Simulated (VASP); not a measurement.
**Se (space group P3_221): computed properties**

The numbers are results of r2SCAN meta-GGA, VASP's PBE PAW potentials (set 64) (plane waves; VASP), not measurements.

For Se, the space group is P3_221 (154) and the cell is a = 4.498 Å, b = 4.498 Å, c = 4.992 Å, α = 90.00°, β = 90.00°, γ = 120.00°. The volume per atom is 29.16 Å^3/atom and the band gap (over mesh and band path) comes out as 1.31 eV. The smallest direct gap (over mesh and band path) is 1.52 eV and the band-edge character without spin-orbit coupling comes out as indirect, L to H. The band gap with spin-orbit coupling is 1.29 eV and the density is 4.50 g/cm³.

```
Se
1.0
    4.49824     0.00000     0.00000
   -2.24912     3.89559     0.00000
    0.00000     0.00000     4.99222
Se
3
Direct
  0.21752   0.00000   0.16667
  0.00000   0.21752   0.83333
  0.78248   0.78248   0.50000
```

The structure comes from a measured Se entry (P3_221) of the Crystallography Open Database, whose conditions weren't checked. It was relaxed first, which changed the volume by +8 %. Symmetry was kept, so distortions that lower it aren't found.
